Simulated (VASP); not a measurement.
# A VASP study of ZnO (zincite) (PBE): structure first, properties next, part 5 of 7

How well does PBE reproduce what experiment finds for ZnO (zincite)? The cell is relaxed first, and properties follow on it. The start is a cell from a database of measured crystal structures.

VASP 6.6.1, plane waves and PAW; the level of theory is named at each step.

So far, gap on the k-mesh (eV): 0.717 in steps 2, 3, 4 and 6. The relaxed cell has a = 3.289, c = 5.302 Å (conventional setting).

## 7. Zone-centre phonons (PBE) (continued)

Level of this step: PBE; plane waves and PAW (Zn, O) (VASP).

Parts of OUTCAR (step 7):

```text
   NELECT =      36.0000    total number of electrons

  Total        0.0063674      0.0063674      0.0145341      0.0000000     -0.0000000      0.0000000
  in kB        0.2054531      0.2054531      0.4689649      0.0000000     -0.0000000      0.0000000
  external PRESSURE =       0.2932904 kB  Pullay stress =       0.0000000 kB

 POSITION                                       TOTAL-FORCE (eV/Angst)
 -----------------------------------------------------------------------------------
     -0.00000      1.89862      2.64934         0.000000     -0.000000      0.008707
      1.64425      0.94931      5.30028         0.000000      0.000000      0.008707
      1.64425      0.94931      2.01107        -0.000000      0.000000     -0.008707
     -0.00000      1.89862      4.66201         0.000000     -0.000000     -0.008707
 -----------------------------------------------------------------------------------
    total drift:                               -0.000001     -0.000001     -0.000689

 MACROSCOPIC STATIC DIELECTRIC TENSOR (including local field effects in DFT)
 ------------------------------------------------------
           7.212555    -0.000000     0.000000
           0.000000     7.212555    -0.000000
           0.000000     0.000000     6.889288
 ------------------------------------------------------

 PIEZOELECTRIC TENSOR (including local field effects)  for field in x, y, z        (C/m^2)
          XX          YY          ZZ          XY          YZ          ZX
  --------------------------------------------------------------------------------
  x    -0.00000     0.00000    -0.00000     0.00000     0.00000     0.42153
  y    -0.00000     0.00000     0.00000    -0.00000     0.42153     0.00000
  z     0.39877     0.39877    -0.80301     0.00000     0.00000     0.00000

 BORN EFFECTIVE CHARGES (including local field effects) (in |e|, cummulative output)
 ---------------------------------------------------------------------------------
 ion    1
    1     2.17774     0.00000     0.00000
    2     0.00000     2.17774     0.00000
    3     0.00000     0.00000     2.22596
 ion    2
    1     2.17774     0.00000     0.00000
    2     0.00000     2.17774     0.00000
    3     0.00000     0.00000     2.22596
 ion    3
    1    -2.17774     0.00000     0.00000
    2    -0.00000    -2.17774     0.00000
    3    -0.00000     0.00000    -2.22596
 ion    4
    1    -2.17774    -0.00000     0.00000
    2     0.00000    -2.17774    -0.00000
    3     0.00000     0.00000    -2.22596

 Eigenvectors and eigenvalues of the dynamical matrix
 ----------------------------------------------------

   1 f  =   15.266030 THz    95.919297 2PiTHz  509.219957 cm-1    63.135200 meV
             X         Y         Z           dx          dy          dz
     -0.000000  1.898620  2.649337     0.000000    0.000000   -0.080871
      1.644253  0.949310  5.300276    -0.000000   -0.000000    0.080871
      1.644253  0.949310  2.011066    -0.000000   -0.000000   -0.702467
     -0.000000  1.898620  4.662005     0.000000    0.000000    0.702467

   2 f  =   12.117713 THz    76.137838 2PiTHz  404.203406 cm-1    50.114813 meV
             X         Y         Z           dx          dy          dz
     -0.000000  1.898620  2.649337     0.262709    0.000001   -0.000000
      1.644253  0.949310  5.300276    -0.262709   -0.000001    0.000000
      1.644253  0.949310  2.011066    -0.656494   -0.000002    0.000000
     -0.000000  1.898620  4.662005     0.656494    0.000002   -0.000000

   3 f  =   12.117713 THz    76.137838 2PiTHz  404.203406 cm-1    50.114813 meV
             X         Y         Z           dx          dy          dz
     -0.000000  1.898620  2.649337     0.000001   -0.262709    0.000000
      1.644253  0.949310  5.300276    -0.000001    0.262709   -0.000000
      1.644253  0.949310  2.011066    -0.000002    0.656494    0.000000
     -0.000000  1.898620  4.662005     0.000002   -0.656494    0.000000

   4 f  =   11.202984 THz    70.390426 2PiTHz  373.691328 cm-1    46.331799 meV
[...]
1.644253  0.949310  5.300276     0.000000   -0.313982    0.000000
      1.644253  0.949310  2.011066    -0.000000    0.633573   -0.000000
     -0.000000  1.898620  4.662005    -0.000000    0.633573   -0.000000

   6 f  =   10.510988 THz    66.042484 2PiTHz  350.608811 cm-1    43.469933 meV
             X         Y         Z           dx          dy          dz
     -0.000000  1.898620  2.649337     0.000000    0.000000    0.314730
      1.644253  0.949310  5.300276     0.000000    0.000000    0.314730
      1.644253  0.949310  2.011066    -0.000000   -0.000000   -0.633202
     -0.000000  1.898620  4.662005    -0.000000   -0.000000   -0.633202

   7 f  =    7.380716 THz    46.374405 2PiTHz  246.194179 cm-1    30.524174 meV
             X         Y         Z           dx          dy          dz
     -0.000000  1.898620  2.649337     0.000000    0.000000   -0.702467
      1.644253  0.949310  5.300276     0.000000    0.000000    0.702467
      1.644253  0.949310  2.011066    -0.000000   -0.000000    0.080871
     -0.000000  1.898620  4.662005    -0.000000   -0.000000   -0.080871

   8 f  =    2.792762 THz    17.547440 2PiTHz   93.156505 cm-1    11.549929 meV
             X         Y         Z           dx          dy          dz
     -0.000000  1.898620  2.649337     0.656494    0.000073   -0.000000
      1.644253  0.949310  5.300276    -0.656494   -0.000073   -0.000000
      1.644253  0.949310  2.011066     0.262709    0.000029   -0.000000
     -0.000000  1.898620  4.662005    -0.262709   -0.000029   -0.000000

   9 f  =    2.792762 THz    17.547440 2PiTHz   93.156505 cm-1    11.549929 meV
             X         Y         Z           dx          dy          dz
     -0.000000  1.898620  2.649337     0.000073   -0.656494    0.000000
      1.644253  0.949310  5.300276    -0.000073    0.656494   -0.000000
      1.644253  0.949310  2.011066     0.000029   -0.262709   -0.000000
     -0.000000  1.898620  4.662005    -0.000029    0.262709    0.000000

  10 f/i=    0.008246 THz     0.051809 2PiTHz    0.275046 cm-1     0.034101 meV
             X         Y         Z           dx          dy          dz
     -0.000000  1.898620  2.649337    -0.011874   -0.633462   -0.000000
      1.644253  0.949310  5.300276    -0.011874   -0.633462   -0.000000
      1.644253  0.949310  2.011066    -0.005885   -0.313927   -0.000000
     -0.000000  1.898620  4.662005    -0.005885   -0.313927   -0.000000

  11 f/i=    0.008246 THz     0.051809 2PiTHz    0.275046 cm-1     0.034101 meV
             X         Y         Z           dx          dy          dz
     -0.000000  1.898620  2.649337     0.633462   -0.011874    0.000000
      1.644253  0.949310  5.300276     0.633462   -0.011874    0.000000
      1.644253  0.949310  2.011066     0.313927   -0.005885    0.000000
     -0.000000  1.898620  4.662005     0.313927   -0.005885    0.000000

  12 f/i=    0.020147 THz     0.126586 2PiTHz    0.672022 cm-1     0.083320 meV
             X         Y         Z           dx          dy          dz
     -0.000000  1.898620  2.649337    -0.000000   -0.000000    0.633202
      1.644253  0.949310  5.300276    -0.000000   -0.000000    0.633202
      1.644253  0.949310  2.011066    -0.000000   -0.000000    0.314730
     -0.000000  1.898620  4.662005    -0.000000   -0.000000    0.314730

 MACROSCOPIC STATIC DIELECTRIC TENSOR IONIC CONTRIBUTION
 ------------------------------------------------------
           5.230429     0.000000     0.000000
           0.000000     5.230429     0.000000
           0.000000     0.000000     6.196633
 ------------------------------------------------------

 ELASTIC MODULI CONTR FROM IONIC RELAXATION (kBar)
 Direction    XX          YY          ZZ          XY          YZ          ZX
 --------------------------------------------------------------------------------
 XX        -564.9424    236.7393    323.6312     -0.0000     -0.0000      0.0000
 YY         236.7393   -564.9424    323.6312      0.0000     -0.0000     -0.0000
 ZZ         323.6312    323.6312   -638.2461     -0.0000      0.0000      0.0000
 XY          -0.0000      0.0000     -0.0000   -400.8408      0.0000     -0.0000
 YZ          -0.0000      0.0000      0.0000      0.0000   -141.3867     -0.0000
 ZX           0.0000     -0.0000      0.0000     -0.0000     -0.0000   -135.5839
 --------------------------------------------------------------------------------

 PIEZOELECTRIC TENSOR IONIC CONTR  for field in x, y, z        (C/m^2)
          XX          YY          ZZ          XY          YZ          ZX
  --------------------------------------------------------------------------------
  x     0.00000    -0.00000     0.00000    -0.00000    -0.00000    -0.79240
  y     0.00000    -0.00000     0.00000     0.00000    -0.80918    -0.00000
  z    -0.94887    -0.94887     1.87130     0.00000    -0.00000    -0.00000

[... 9 parts as in an earlier step ...]

[... 2 further parts left out ...]
```

Energies printed during the response cycles are not total energies of the cell. With a direct gap this small, the dielectric response converges slowly with the mesh, so tensor and charges are uncertain; a mesh that holds the point of the least gap tends to give too large a tensor.

This step gave:

| Quantity | Value |
| --- | --- |
| bands | 24 |
| irreducible k-points | 30 |
| pressure of the cell | 0.02933 GPa |
| largest force of the cell | 0.008707 eV/Å |
| Fermi energy | 1.127 eV |
| gap on the k-mesh | 0.7169 eV |
| least direct gap on the k-mesh | 0.7169 eV |

Electronic dielectric tensor with local fields:

```
7.21 0.00 0.00
0.00 7.21 0.00
0.00 0.00 6.89
```

Born effective charge (e), principal values of the symmetric part by kind of site:

```
atom  atoms with these values    low  middle   high   mean
 Zn1                        2   2.18    2.18   2.23   2.19
  O3                        2  -2.23   -2.18  -2.18  -2.19
```

In full for Zn1:

```
2.18 0.00 0.00
0.00 2.18 0.00
0.00 0.00 2.23
```

Transverse limit, no LO-TO splitting. Modes at Γ, with each element's share of the kinetic energy:

```
mode  frequency (cm⁻¹)  symmetry  Zn %  O %
   1              -0.7  acoustic    80   20
   2              -0.3  acoustic    80   20
   3              -0.3  acoustic    80   20
   4              93.2        E2    86   14
   5              93.2        E2    86   14
   6             246.2         B    99    1
   7             350.6        A1    20   80
   8             373.7        E1    20   80
   9             373.7        E1    20   80
  10             404.2        E2    14   86
  11             404.2        E2    14   86
  12             509.2         B     1   99
```

Displacements in mode 4 (93.2 cm⁻¹), the largest set to 1:
```
Zn1  0.00 -1.00  0.00
Zn2  0.00  1.00  0.00
O3   0.00 -0.81  0.00
O4   0.00  0.81  0.00
```

Displacements in mode 10 (404.2 cm⁻¹), the largest set to 1:
```
Zn1  0.00 -0.20  0.00
Zn2  0.00  0.20  0.00
O3   0.00  1.00  0.00
O4   0.00 -1.00  0.00
```

The three acoustic modes lie within 0.7 cm⁻¹ of zero, and all others are real. By the characters of their eigenvectors the optical modes sort into (cm⁻¹) Raman active: E2 93, A1 351, E1 374, E2 404; infrared active: A1 351, E1 374; silent: B 246, B 509. B labels carry no number here, since it depends on the setting of the axes.

## 8. Independent-particle dielectric function (PBE)

LOPTICS sums transitions from filled to empty bands. The mesh is finer than in the run before. NBANDS is raised for it.

INCAR

```
SYSTEM = ZnO
PREC = Accurate
ENCUT = 520
EDIFF = 1E-06
NELM = 100
ISMEAR = 0
SIGMA = 0.05
LREAL = .FALSE.
ALGO = Normal
GGA = PE
NBANDS = 50
LORBIT = 11
LWAVE = .FALSE.
LCHARG = .FALSE.
KPAR = 4
LOPTICS = .TRUE.
NEDOS = 1500
CSHIFT = 0.1
```

POSCAR

```
ZnO
1.0
    3.2885064752      0.0000000000      0.0000000000
   -1.6442532376      2.8479301480      0.0000000000
    0.0000000000      0.0000000000      5.3018776255
Zn O
2 2
Direct
    0.3333333333      0.6666666667      0.4996979181
    0.6666666667      0.3333333333      0.9996979181
    0.6666666667      0.3333333333      0.3793120819
    0.3333333333      0.6666666667      0.8793120819
```

KPOINTS

```
Automatic mesh
0
Gamma
12 12 6
0 0 0
```

Potentials, in the order of the species: Zn and O (PBE family, release 64).

Command:

```sh
$ mpirun -np 4 vasp_std
```

The log of the run:

```text
[... set-up lines as in an earlier step ...]
 entering main loop
       N       E                     dE             d eps       ncg     rms          rms(c)
DAV:   1     0.314031114474E+03    0.31403E+03   -0.14499E+04  8974   0.104E+03
DAV:   2     0.186450823917E+02   -0.29539E+03   -0.25339E+03  7624   0.276E+02
DAV:   3    -0.202357110263E+02   -0.38881E+02   -0.37736E+02  8706   0.890E+01
DAV:   4    -0.211056161502E+02   -0.86991E+00   -0.86831E+00  8570   0.139E+01
DAV:   5    -0.211077540428E+02   -0.21379E-02   -0.21378E-02  8638   0.691E-01    0.139E+01
DAV:   6    -0.178765291582E+02    0.32312E+01   -0.13766E+00 11308   0.327E+01    0.865E+00
DAV:   7    -0.178896083656E+02   -0.13079E-01   -0.11681E+00  8796   0.808E+00    0.476E+00
DAV:   8    -0.178620171050E+02    0.27591E-01   -0.15222E-01  8460   0.220E+00    0.115E+00
DAV:   9    -0.178581086519E+02    0.39085E-02   -0.87932E-03  8890   0.614E-01    0.197E-01
DAV:  10    -0.178582720165E+02   -0.16336E-03   -0.23488E-03  8354   0.199E-01    0.764E-02
DAV:  11    -0.178585857352E+02   -0.31372E-03   -0.19927E-04  8212   0.627E-02    0.493E-02
DAV:  12    -0.178585732973E+02    0.12438E-04   -0.10400E-05  8642   0.346E-02    0.110E-02
DAV:  13    -0.178585737019E+02   -0.40466E-06   -0.28502E-06  8310   0.797E-03
   1 F= -.17858574E+02 E0= -.17858574E+02  d E =-.126873E-11
 optical routines
 imaginary and real dielectric function
 recalculating local potential from charge density
 direction            1
 direction            2
 direction            3
```

Wall time 74 s (4 MPI ranks of AMD EPYC 7R43, shared host); peak memory 1.4 GiB; 4.8 min of CPU time.

Parts of OUTCAR (step 8):

```text
   k-points           NKPTS =     76   k-points in BZ     NKDIM =     76   number of bands    NBANDS=     50

   NELECT =      36.0000    total number of electrons

 E-fermi :   1.0454

 k-point     1 :       0.0000    0.0000    0.0000
  band No.  band energies     occupation
    ...
     14       0.0914      2.00000
     15       0.0914      2.00000
     16       0.7581      2.00000
     17       0.8347      2.00000
     18       0.8347      2.00000
     19       1.5517      0.00000
     20       5.8931      0.00000
     21       8.8889      0.00000
     22      13.5130      0.00000
     23      13.5131      0.00000
    ...

  Total       -0.0043251     -0.0043251      0.0055628      0.0000000      0.0000000     -0.0000000
  in kB       -0.1395553     -0.1395553      0.1794920      0.0000000      0.0000000     -0.0000000
  external PRESSURE =      -0.0332062 kB  Pullay stress =       0.0000000 kB

 POSITION                                       TOTAL-FORCE (eV/Angst)
 -----------------------------------------------------------------------------------
     -0.00000      1.89862      2.64934        -0.000000      0.000000      0.009051
      1.64425      0.94931      5.30028         0.000000     -0.000000      0.009051
      1.64425      0.94931      2.01107        -0.000000     -0.000000     -0.009051
     -0.00000      1.89862      4.66201         0.000000      0.000000     -0.009051
 -----------------------------------------------------------------------------------
    total drift:                               -0.000001     -0.000001     -0.000638

  FREE ENERGIE OF THE ION-ELECTRON SYSTEM (eV)
  ---------------------------------------------------
  free  energy   TOTEN  =       -17.8585737019 eV

  energy  without entropy=      -17.8585737019  energy(sigma->0) =      -17.85857370

 plasma frequency squared (from intraband transitions) (eV^2)
  --------------------------------------------------------------------------------------
       0.000       0.000       0.000
       0.000       0.000      -0.000
       0.000      -0.000       0.000

[... 9 parts as in an earlier step ...]

[... 7 further parts left out ...]
```

With so small a gap the low-energy part of the spectrum hangs on the few k-points near the gap and is not converged. These are independent-particle spectra without excitons or local fields, and fine structure depends on the mesh and on CSHIFT.

Numbers from this step:

```yaml
scf_cycles: 13
bands: 50
irreducible_k_points: 76
fermi_energy: 1.045 eV
pressure: -0.003321 GPa
gap_on_the_k_mesh: 0.7170 eV
least_direct_gap_on_the_k_mesh: 0.7170 eV
```

The imaginary dielectric function has structure finer than the step of the table below, so its rows give means over 1 eV, whole bins alone (the curve runs from 0 to 25.0 eV). Peaks (eV: height): xx 0.7: 2.55, 1.4: 2.55, 1.9: 2.51, 3.5: 2.12, 4.5: 1.96, 6.8: 3.23, 10.3: 5.22; zz 1.4: 3.42, 5.9: 2.88, 6.8: 4.42, 8.9: 3.07, 10.4: 4.31, 11.7: 4.96, 12.5: 4.81.

Table of imaginary dielectric function by photon energy; means over each step:

```
photon energy (eV)     xx     zz
                 1   1.45   1.51
                 2   1.54   1.66
                 3   1.51   1.67
                 4   1.45   1.60
                 5   1.65   1.65
                 6   2.39   2.35
                 7   2.57   2.98
                 8   2.18   2.44
                 9   2.86   2.75
                10   4.61   3.14
                11   3.72   3.47
                12   3.56   4.38
                13   3.19   3.83
                14   2.65   2.48
                15   1.47   1.30
                16   1.13   1.20
                17  0.931  0.908
                18  0.844  0.919
                19  0.544  0.529
                20  0.481  0.456
                21  0.481  0.446
                22  0.483  0.386
                23  0.411  0.355
                24  0.374  0.386
```

Real dielectric function against photon energy:

```
photon energy (eV)      xx        zz
                 0    5.67      5.65
                 1    4.85      4.86
                 2    3.62      4.41
                 3    3.53      3.83
                 4    3.97      3.61
                 5    4.02      4.01
                 6    3.71      3.30
                 7    2.64      1.88
                 8    3.06      3.02
                 9    3.72      2.57
                10    2.58      3.16
                11   0.868      1.88
                12   0.654      1.15
                13  0.0755    -0.157
                14  -0.784     -1.38
                15  -0.780    -0.670
                16  -0.315    -0.290
                17  0.0255   -0.0275
                18  0.0305  -0.00517
                19  0.0978    0.0742
                20   0.320     0.266
                21   0.350     0.276
                22   0.458     0.419
                23   0.486     0.567
                24   0.601     0.644
```

The mean of ε2 over directions passes 5 % of its top at 0.49 eV, against a least direct gap of 0.72 eV on this mesh; what lies under the gap is the tail of the broadening by CSHIFT.

## 9. Core levels (PBE)

Core levels shift with the potential at each site, so they tell like atoms on unlike sites apart.

Edit INCAR of step 8 so:

```diff
@@ -10,3 +10,3 @@
 GGA = PE
-NBANDS = 50
+NBANDS = 24
 LORBIT = 11
@@ -15,4 +15,2 @@
 KPAR = 4
-LOPTICS = .TRUE.
-NEDOS = 1500
-CSHIFT = 0.1
+ICORELEVEL = 1
```

POSCAR is that of step 8.

KPOINTS

```
Automatic mesh
0
Gamma
8 8 4
0 0 0
```

Command:

```sh
$ mpirun -np 4 vasp_std
```

The log of the run:

```text
[... set-up lines as in an earlier step ...]
 entering main loop
       N       E                     dE             d eps       ncg     rms          rms(c)
[... 15 cycles as in an earlier step ...]
   1 F= -.17857900E+02 E0= -.17857900E+02  d E =-.396645E-18
```

Run time: 19 s. Hardware: 4 MPI ranks; peak memory 0.57 GiB.

OUTCAR, selected parts (step 9):

```text
   NELECT =      36.0000    total number of electrons

 the core state eigenenergies are
   1-  1s  -9517.4553  2s  -1150.9675  2p   -996.6119  3s   -122.5124  3p    -76.7061

   2-  1s  -9517.4553  2s  -1150.9675  2p   -996.6119  3s   -122.5124  3p    -76.7061

   3-  1s   -503.9937
   4-  1s   -503.9937

 E-fermi :   1.1267

[... 20 parts as in an earlier step ...]

[... 1 further part left out ...]
```

These are scalar-relativistic Kohn-Sham levels of the ground state, with no core hole, so they are not binding energies.

This step gave:

```
SCF cycles                     : 15
bands                          : 24
irreducible k-points           : 30
Fermi energy                   : 1.127 eV
pressure                       : 0.03717 GPa
gap on the k-mesh              : 0.7169 eV
least direct gap on the k-mesh : 0.7169 eV
```

Kohn-Sham core levels. Core levels, by row:

```
atom  shell  level below the valence-band top (eV)
 Zn1     1s                                   9518
 Zn1     2s                                   1152
 Zn1     2p                                  997.4
 Zn1     3s                                  123.3
 Zn1     3p                                  77.54
 Zn2     1s                                   9518
 Zn2     2s                                   1152
 Zn2     2p                                  997.4
 Zn2     3s                                  123.3
 Zn2     3p                                  77.54
  O3     1s                                  504.8
  O4     1s                                  504.8
```

Atoms of one element give levels within 0.1 eV of each other.

(Continued in part 6 of 7.)

[Lines on the potential files, build, host, timing and source positions are cut from VASP's logs without a mark.]

[Logs are printed without paths, hosts, clocks, repeated set-up lines and the standing remarks that a program may print on its own settings, such as how far it seeks lower states.]

[Hosts, paths, dates, database ids (printed as entryN), source tags and the programs' standing remarks are cut or masked in the printed files.]

[A measured line is paired with the nearest computed mode of its activity, which favours agreement.]
